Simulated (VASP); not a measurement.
Calculation: PBEsol GGA, VASP's PBE PAW potentials (set 64) (plane waves; VASP).

VASP ran on this input.

### POSCAR
```
Be3MgTe4
11.7375320
  0.0000000000   0.2456866321   0.2456866321
  0.2456866321   0.0000000000   0.2456866321
  1.0000000334   1.0000000334  -0.0172535050
Mg Te Be
1 4 3
Cart
  0.9963584243   0.9963584243  -0.0136118960
  0.1413516506   0.1413516506   0.1043349815
  0.3799996009   0.3799996009   0.1113736633
  0.6196957703   0.6196957703   0.1173641261
  0.8592441699   0.8592441699   0.1235023585
  0.5060825946   0.5060825946   0.4766639338
  0.4995469684   0.4995469684  -0.0081737041
  0.7390942273   0.7390942273  -0.0020343310
```

### INCAR
```
ALGO  =  Normal
EDIFF  =  1E-7
ENCUT  =  400
GGA  =  PS
ISIF  =  2
ISMEAR  =  -5
LASPH  =  .True.
LCHARG  =  .True.
LEFG  =  .True.
LMAXMIX  =  4
LORBIT  =  11
LREAL  =  .False.
LWAVE  =  .False.
NEDOS  =  601
NELM  =  100
PREC  =  Accurate
SYSTEM  =  Be3MgTe4
```

File KPOINTS:
```
Regular mesh
0
G
7 7 2
```

POTCAR, in this order: Mg Te Be (PBE.64 set). Program: vasp_std.

Output

### OUTCAR
```
 ion  position               nearest neighbor table
   1  0.007  0.007  0.995-   2 2.68   2 2.68   2 2.68   5 2.79
   2  0.215  0.215  0.088-   6 2.42   1 2.68   1 2.68   1 2.68
   3  0.238  0.238  0.322-   7 2.43   6 2.48   6 2.48   6 2.48
   4  0.258  0.258  0.556-   8 2.43   7 2.48   7 2.48   7 2.48
   5  0.279  0.279  0.791-   8 2.48   8 2.48   8 2.48   1 2.79
   6  0.979  0.979  0.265-   2 2.42   3 2.48   3 2.48   3 2.48
   7  0.001  0.001  0.499-   3 2.43   4 2.48   4 2.48   4 2.48
   8  0.022  0.022  0.734-   4 2.43   5 2.48   5 2.48   5 2.48
  LATTYP: Found a trigonal (rhomboedric) cell.
 ALAT       =    13.8715512117
 COS(alpha) =     0.9567818101
 Subroutine PRICEL returns:
 Original cell was already a primitive cell.
 Subroutine GETGRP returns: Found  6 space group operations
The static configuration has the point symmetry C_3v.
The dynamic configuration has the point symmetry C_3v.
 Subroutine INISYM returns: Found  6 space group operations
 Subroutine IBZKPT returns following result:
 Found     32 irreducible k-points:

 Following reciprocal coordinates:
            Coordinates               Weight
  0.000000  0.000000  0.000000      1.000000
  0.142857  0.000000 -0.000000      4.000000
...
```

File OSZICAR:
```
       N       E                     dE             d eps       ncg     rms          rms(c)
DAV:   1     0.114110007064E+03    0.11411E+03   -0.99443E+03  1344   0.978E+02
DAV:   2    -0.219806166862E+02   -0.13609E+03   -0.13017E+03  1878   0.161E+02
DAV:   3    -0.314314462723E+02   -0.94508E+01   -0.93937E+01  1691   0.500E+01
DAV:   4    -0.316715771819E+02   -0.24013E+00   -0.23969E+00  1828   0.921E+00
DAV:   5    -0.316772392503E+02   -0.56621E-02   -0.56609E-02  1670   0.141E+00    0.730E+00
DAV:   6    -0.312029137465E+02    0.47433E+00   -0.53493E-01  1604   0.322E+00    0.458E+00
DAV:   7    -0.310701079887E+02    0.13281E+00   -0.59752E-01  1632   0.344E+00    0.912E-01
DAV:   8    -0.310669783453E+02    0.31296E-02   -0.60622E-02  1564   0.128E+00    0.608E-01
DAV:   9    -0.310668931678E+02    0.85178E-04   -0.32848E-03  1670   0.318E-01    0.369E-01
DAV:  10    -0.310667945241E+02    0.98644E-04   -0.26577E-03  1604   0.230E-01    0.925E-02
DAV:  11    -0.310667790253E+02    0.15499E-04   -0.35667E-04  1634   0.101E-01    0.297E-02
DAV:  12    -0.310667934106E+02   -0.14385E-04   -0.41933E-05  1755   0.405E-02    0.165E-02
DAV:  13    -0.310667988683E+02   -0.54577E-05   -0.14665E-05  1888   0.263E-02    0.499E-03
DAV:  14    -0.310667996742E+02   -0.80582E-06   -0.58389E-06  1559   0.113E-02    0.820E-03
DAV:  15    -0.310667996457E+02    0.28435E-07   -0.15386E-07  1181   0.261E-03
   1 F= -.31066800E+02 E0= -.31066800E+02  d E =0.000000E+00
```

**OUTCAR**
```
------------------------ aborting loop because EDIFF is reached ----------------------------------------
  FORCE on cell =-STRESS in cart. coord.  units (eV):
  Direction    XX          YY          ZZ          XY          YZ          ZX
  --------------------------------------------------------------------------------------
  Total       -0.0043622     -0.0043622     -0.0043622     -0.0028204      0.0028204      0.0028204
  in kB       -0.0354942     -0.0354942     -0.0354942     -0.0229489      0.0229489      0.0229489
  external PRESSURE =      -0.0354942 kB  Pullay stress =       0.0000000 kB
  volume of cell :      196.90
      direct lattice vectors                 reciprocal lattice vectors
     0.000000000  2.883754706  2.883754706    -0.171902109  0.174868023  0.171902109
     2.883754706  0.000000000  2.883754706     0.174868023 -0.171902109  0.171902109
    11.737532393 11.737532393 -0.202513567     0.042234049  0.042234049 -0.042234049
 POSITION                                       TOTAL-FORCE (eV/Angst)
 -----------------------------------------------------------------------------------
     11.69479     11.69479     -0.15977         0.003770      0.003770     -0.003770
      1.65912      1.65912      1.22464         0.001736      0.001736     -0.001736
      4.46026      4.46026      1.30725         0.004313      0.004313     -0.004313
      7.27370      7.27370      1.37757        -0.010770     -0.010770      0.010770
     10.08541     10.08541      1.44961         0.000464      0.000464     -0.000464
      5.94016      5.94016      5.59486         0.001462      0.001462     -0.001462
      5.86345      5.86345     -0.09594         0.002692      0.002692     -0.002692
      8.67514      8.67514     -0.02388        -0.003668     -0.003668      0.003668
 -----------------------------------------------------------------------------------
    total drift:                               -0.000429     -0.000429      0.000430
  FREE ENERGIE OF THE ION-ELECTRON SYSTEM (eV)
  ---------------------------------------------------
  free  energy   TOTEN  =       -31.0667996457 eV

  energy  without entropy=      -31.0667996457  energy(sigma->0) =      -31.06679965

 total charge

# of ion       s       p       d       tot
------------------------------------------
    1        0.185   0.154   0.030   0.369
    2        1.338   2.199   0.020   3.558
    3        1.334   2.118   0.031   3.483
    4        1.334   2.118   0.031   3.483
    5        1.336   2.121   0.024   3.481
    6        0.363   0.535   0.000   0.897
    7        0.364   0.542   0.000   0.906
    8        0.363   0.538   0.000   0.901
--------------------------------------------------
tot          6.618  10.324   0.136  17.078

 Electric field gradients after diagonalization (V/A^2)
 (convention: |V_zz| > |V_xx| > |V_yy|)
----------------------------------------------------------------------
 ion       V_xx      V_yy      V_zz     asymmetry (V_yy - V_xx)/ V_zz
----------------------------------------------------------------------
   1       1.036     1.036    -2.073       0.000
   2    -106.370  -106.370   212.740       0.000
   3      13.468    13.467   -26.935       0.000
   4      14.767    14.766   -29.533       0.000
   5      30.332    30.331   -60.663       0.000
   6      -0.205    -0.205     0.409       0.000
   7       0.407     0.407    -0.814       0.000
   8       0.473     0.473    -0.947       0.000
```
(Selected blocks of OUTCAR.)

### OUTCAR
```
 val. band max:        4.5848815515   @ k =   0.0000   0.0000   0.0000

 cond. band min:       6.1869286571   @ k =   0.4286   0.4286   0.0000


 Fermi energy:         4.6020452094

 k-point     1 :       0.0000    0.0000    0.0000
  band No.  band energies     occupation
      1      -7.7243      2.00000
      2      -7.2863      2.00000
      3      -6.9131      2.00000
      4      -6.3684      2.00000
      5      -0.8855      2.00000
      6       0.8309      2.00000
      7       1.2838      2.00000
      8       3.1188      2.00000
      9       3.1188      2.00000
     10       3.4629      2.00000
     11       3.4629      2.00000
     12       3.8814      2.00000
     13       3.8814      2.00000
     14       4.0594      2.00000
     15       4.5849      2.00000
     16       4.5849      2.00000
     17       6.9649      0.00000
     18       7.0723      0.00000
     19       7.2815      0.00000
     20       7.6328      0.00000
     21       7.9984      0.00000

 k-point     2 :       0.1429    0.0000   -0.0000
  band No.  band energies     occupation
      1      -7.5642      2.00000
      2      -7.1753      2.00000
      3      -6.7467      2.00000
      4      -6.2831      2.00000
      5      -0.6420      2.00000
      6       0.4980      2.00000
      7       1.6255      2.00000
      8       2.1550      2.00000
      9       2.3764      2.00000
     10       2.7527      2.00000
     11       2.9032      2.00000
     12       3.1355      2.00000
     13       3.4813      2.00000
     14       3.6585      2.00000
     15       3.9675      2.00000
     16       4.3919      2.00000
     17       7.0784      0.00000
     18       7.4898      0.00000
     19       7.7852      0.00000
     20       8.0409      0.00000
     21       8.3893      0.00000

 k-point     3 :       0.2857    0.0000    0.0000
  band No.  band energies     occupation
      1      -7.1410      2.00000
      2      -6.8380      2.00000
      3      -6.4090      2.00000
...
```

Unless said otherwise, spin-orbit coupling is left out, though it shifts the bands of the heavy elements here.

The structure was generated: Be3MgTe4 was put into an ordered model structure (R3m), which need not be its known phase. It was relaxed first.
